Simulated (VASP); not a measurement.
Consider the following.

```
GaAs
1.0
    0.00000     2.84509     2.84509
    2.84509     0.00000     2.84509
    2.84509     2.84509     0.00000
Ga As
1 1
Direct
  0.00000   0.00000   0.00000
  0.25000   0.25000   0.25000
```

Computed with RPBE GGA, VASP's PBE PAW potentials (set 64) (plane waves; VASP). Settings: 520 eV cut-off, 11×11×11 Γ-centred mesh, first-order Methfessel-Paxton smearing of 0.10 eV, potentials Ga_d As.

What does the run give for the energy per atom (σ→0), pressure, band gap (on the k-mesh) with the smallest direct gap where there is one?

- band gap (on the k-mesh) = 0.50 eV
- smallest direct gap (on the k-mesh) = 0.50 eV
- energy per atom (σ→0) = -3.784 eV/atom
- pressure = 3.94 GPa

Only differences to runs with the same potentials and settings are physical.

The compound is GaAs in the zinc blende structure. This cell is one point of a volume scan, at 0.94 of the reference volume.
